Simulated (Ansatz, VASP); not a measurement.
**Cross-check of SiTe2 between VASP and Ansatz**

Wanted: the spread between two codes on one cell, functional and k mesh. The cell is taken from a series of runs on this material, whose earlier steps may have relaxed, scaled, displaced or heated it; both programs get it as it stands.

Program: Ansatz 0.2.0. Level of theory: plane waves, with VASP 6.6.1 beside it; PBEsol. Results are calculated unless marked as measured.

## Step 1: Set-up

The cell holds 3 atoms: 1 Si and 2 Te. Its edges and angles: a = 3.852 Å, b = 3.768 Å, c = 30.424 Å, α = 90.0°, β = 90.0°, γ = 120.7°. Vacuum lies along c.

## Step 2: Ansatz: zone-centre phonons, PBEsol

Ansatz runs on its PAW soft_1 files.

Second derivatives magnify differences that forces hide, and they need a tight electronic threshold.

input.yaml

```yaml
crystal:
  lattice:
    - [3.8517940671, 0.0, 0.0]
    - [-1.9258970336, 3.2385937012, 0.0]
    - [0.0, 0.0, 30.424]
  atoms:
    - { symbol: Si, position: [0.0, 0.0, 0.328687878] }
    - { symbol: Te, position: [0.336331146, 0.6726622919, 0.3813394777] }
    - { symbol: Te, position: [0.663668854, 0.3273377081, 0.2760362783] }
  periodic: [true, true, false]
kpoints:
  mp_grid: { grid: [15, 15, 1] }
hamiltonian:
  xc: pbesol
  pseudopotentials: { kind: paw, azcp: { folder: soft_1 }, xc_functional: pbe }
scf:
  occupations: { method: methfessel_paxton, width: 0.2 }
output:
  eigenvalues: true
phonons:
  method: dfpt
```

The run is started by

```console
> ansatz run input.yaml --threads 8 --pin off --max-ram 16384MiB --backend cpu --events-out ev --progress --plain --runs-dir out
```

Numbers of over 12 decimals in the logs are rounded to 6 here.

The log of the run:

```text
Warning: crystal.symmetry: narrowed to the stabiliser of the run's FFT grids — unitary ops 4 → 2. A phonons.method: dfpt run fills in the rows of the dynamical matrix that it does not solve by its symmetry operations, which is exact only for operations that map its FFT grids onto themselves: filled in by any other, the frequencies could depend on the order in which like atoms are typed, or, by more than the grids' own error, on where the crystal sits among the grids' points. Excluded: 2 operations. The run can therefore solve more perturbations, solve them on more k-points, or both, and cost more. [rest of the remark cut]
Engine: ansatz 0.2.0, aarch64-unknown-linux-gnu
Pseudopotentials: kind: paw
Pseudopotential: Si, paw, valence charge 4, recommended cutoff 420 eV (normal), soft_1/Si.paw.azcp
Pseudopotential: Te, paw, valence charge 16, recommended cutoff 420 eV (normal), soft_1/Te.paw.azcp
Functional definition: PBEsol
  exchange = pbesol_x
  correlation = pbesol_c
Crystal: 3 atoms, lattice volume = 379.521 Å³
Basis set: ecut = 420 eV, 7433 PW (Γ), exchange–correlation on 54×54×432 points (8 copies of the dense FFT grid, shifted against one another)
Bands: 22, of which v1, the nominal top of the filled ones, is band 18 counted from 1 (17 counted from 0)
Symmetry: 4 space group operations
k-points: 64 of 225 (irreducible under 2 space group operations, time reversal used)
Non-local potential: Si, projectors of the file, l = 0: 2, l = 1: 2, l = 2: 1
Non-local potential: Te, projectors of the file, l = 0: 2, l = 1: 2, l = 2: 2, l = 3: 1
PAW form: soft (Blöchl's): semilocal exchange-correlation on the pseudo side does not see the compensation charge
PAW frozen core: Si, regenerated for the run's functional, and the local potential with it (the file was generated under x = pbe(κ = 0.804, μ = 0.219515), c = pbe(β = 0.066725))
PAW frozen core: Te, regenerated for the run's functional, and the local potential with it (the file was generated under x = pbe(κ = 0.804, μ = 0.219515), c = pbe(β = 0.066725))
PAW one-centre angular grid: Si, 110 points (default); XC on 64 Gauss nodes
PAW one-centre angular grid: Te, 590 points (default); XC on 64 Gauss nodes
Initial density: superposition of atomic densities (neutral atoms: chi_scale 0, normalization atom)
Initial wavefunctions: pseudopotential atomic-orbital guess
Functional: x = pbesol(κ = 0.804, μ = 0.123457), c = pbesol(β = 0.046)
iter 1 solved again at ethr=1.39e-3 eV; its pass at ethr=3.10e-3 eV (dr2=5.01e-1 eV) is discarded
SCF iter   1: F=—  HF=-14424.655267 eV  |F-HF|=—  |Δ(HF+E_count)|=         —  Δρ=9.61e-3  dr2=5.12e-1  ethr=1.39e-3  ⟨swp⟩=1.7  Hψ=14040  notcnv=0
preconditioner: auto → LDOS  [metal: Δε(μ)=0.070 eV  Ē_g=8.478 eV  σ=0.200 eV  W_gap=0.28  n_scr=16 (ndim 8)  ℏωp=7.6 eV  f_vac=0.748  D(μ)=1.49/eV (n_scr^D=8)  β→1.0]
SCF iter   2: F=—  HF=-14424.576742 eV  |F-HF|=—  |Δ(HF+E_count)|=   7.85e-2  S|Δr|=    0.00e0  Δρ=3.31e-3  dr2=1.42e-1  ethr=1.39e-3  ⟨swp⟩=4.5  Hψ=3470  notcnv=0
SCF iter   3: F=—  HF=-14424.554793 eV  |F-HF|=—  |Δ(HF+E_count)|=   2.19e-2  S|Δr|=    0.00e0  Δρ=1.63e-3  dr2=2.35e-2  ethr=3.96e-4  ⟨swp⟩=3.9  Hψ=4079  notcnv=0
SCF iter   4: F=—  HF=-14424.549577 eV  |F-HF|=—  |Δ(HF+E_count)|=   5.22e-3  S|Δr|=    0.00e0  Δρ=2.85e-4  dr2=9.22e-4  ethr=6.52e-5  ⟨swp⟩=3.5  Hψ=3141  notcnv=0
SCF iter   5: F=—  HF=-14424.549410 eV  |F-HF|=—  |Δ(HF+E_count)|=   1.68e-4  S|Δr|=    0.00e0  Δρ=8.07e-5  dr2=4.80e-5  ethr=2.56e-6  ⟨swp⟩=3.8  Hψ=3191  notcnv=0
SCF iter   6: F=—  HF=-14424.549399 eV  |F-HF|=—  |Δ(HF+E_count)|=   1.03e-5  S|Δr|=    0.00e0  Δρ=1.39e-5  dr2=8.74e-7  ethr=1.33e-7  ⟨swp⟩=3.8  Hψ=3558  notcnv=0
SCF iter   7: F=—  HF=-14424.549445 eV  |F-HF|=—  |Δ(HF+E_count)|=   4.55e-5  S|Δr|=    0.00e0  Δρ=3.61e-6  dr2=5.56e-8  ethr=2.43e-9  ⟨swp⟩=3.1  Hψ=3006  notcnv=0
SCF iter   8: F=—  HF=-14424.549445 eV  |F-HF|=—  |Δ(HF+E_count)|=   5.79e-8  S|Δr|=    0.00e0  Δρ=8.63e-7  dr2=3.07e-9  ethr=1.54e-10  ⟨swp⟩=3.2  Hψ=3216  notcnv=0
SCF iter   9: F=—  HF=-14424.549445 eV  |F-HF|=—  |Δ(HF+E_count)|=   1.23e-8  S|Δr|=    0.00e0  Δρ=2.44e-7  dr2=2.11e-10  ethr=8.53e-12  ⟨swp⟩=3.5  Hψ=3333  notcnv=0
SCF iter  10: F=—  HF=-14424.549445 eV  |F-HF|=—  |Δ(HF+E_count)|=   2.02e-9  S|Δr|=    0.00e0  Δρ=5.48e-8  dr2=1.25e-11  ethr=1.00e-12  ⟨swp⟩=2.9  Hψ=3069  notcnv=0
SCF iter  11: F=-14424.549445 eV  HF=-14424.549445 eV  |F-HF|=2.73e-11  |Δ(HF+E_count)|=  5.91e-10  S|Δr|=    0.00e0  Δρ=8.30e-9  dr2=2.21e-13  ethr=1.00e-12  ⟨swp⟩=14.2  Hψ=10249  notcnv=0
SCF 1 converged in 11 iterations: F = -14424.549445 eV  dr2 = 2.21e-13
  greatest PAW one-centre occupation: 0.998 electrons in one spin orbital (limit 2), on the Te atom at site 2 (counted from 0), in its partial waves of l = 2
DFPT response loops at Γ: preconditioner auto → none (partly filled bands, converged f_vac=0.752); β = 0.50; Broyden in place of MSR1
SCF converged after 11 iterations
Stability not checked: this state was not tested for a lower state beside it, because cold or Methfessel-Paxton smearing, or corrected tetrahedra, fill the levels in a way that the test cannot read (fill_not_monotonic; see scf.lower_state_search)
Free energy (F): -14424.549445 eV
Harris-Foulkes:  -14424.549445 eV  (|F-HF|=2.73e-11)
Internal energy: -14424.549077 eV  (E = F + TS)
E sigma→0 (E₀):  -14424.549353 eV
Entropy (-TS):   -0.000368 eV (-0.123 meV/atom)
Fermi energy:    -4.991575 eV
--- Per-component energies (eV) ---
  E_band       = -992.272745
  E_kinetic    = 386.251208
  E_local      = -57528.204609  (includes V_loc(G=0)·N_el)
  E_nonlocal   = 157.823908
  E_hartree    = 28518.479438
  E_xc         = -298.928862
  E_vxc        = -251.554569  (∫ρ·V_xc dr)
  E_paw        = -9684.296748  (= ΣΔE_a)
  E_vpaw       = -793.547779  (= ΣTr[D̂ρ^β])
  E_aug_tail   = 0.000213  (compensation charges beyond the density's cutoff)
  E_ewald      = 24023.545190
  E_core_change = 0.781183  (= ΣΔE_core)
  E_smearing   = -0.000368  (= −TS)
  E_closure    = -0.000000  (closes the sum)
  Σ components = -14424.549445   (vs F -14424.549445, Δ=0.00e0)
--- Band table (eV; the first three rows and the last of 64) ---
  k-point 0: bands = [... 14 lower, -5.7142, -5.4306, -5.0810, -4.9074, -3.6526, -2.0493, -1.7423, -1.5560]
  k-point 1: bands = [... 14 lower, -6.0771, -5.9850, -5.2706, -4.9455, -3.2204, -2.0167, -1.6747, -1.3725]
  k-point 2: bands = [... 14 lower, -6.6353, -6.4543, -6.0329, -4.8730, -3.0673, -2.0268, -1.4460, -0.7413]
  k-point 63: bands = [... 14 lower, -8.8082, -8.0144, -6.8780, -5.7158, -3.7031, -1.7816, -0.3980, 0.1985]
--- Phonons (Γ-DFPT): 9 representative perturbations + reference, on 64 of 225 k-points (Σ response iterations 33) ---
  ASR residual: 2.917e-5 → 0.000e0 eV/Å²; symmetrization residual: 1.019e-5 eV/Å²
  The last average, over the group as it would stand without the narrowing to the FFT grids, took up to 1.068e-6 eV/Å² of the zone centre's force constants
  ASR residual per site (eV/Å²): 2.92e-5 7.99e-6 8.66e-6
  Γ frequencies (cm⁻¹): 0.00 0.00 0.00 76.47 81.64 145.30 201.63 204.62 307.06
  non-analytic LO–TO correction: not included (Born effective charges unavailable; polar crystals: no LO–TO splitting at Γ)
```

[end of part 1 of 2]

[Lines on the potential files, build, host, timing and source positions are cut from VASP's logs without a mark.]

[Logs are printed without paths, hosts, clocks, repeated set-up lines and the standing remarks that a program may print on its own settings, such as how far it seeks lower states.]

[Hosts, paths, dates, database ids (printed as entryN), source tags and the programs' standing remarks are cut or masked in the printed files.]
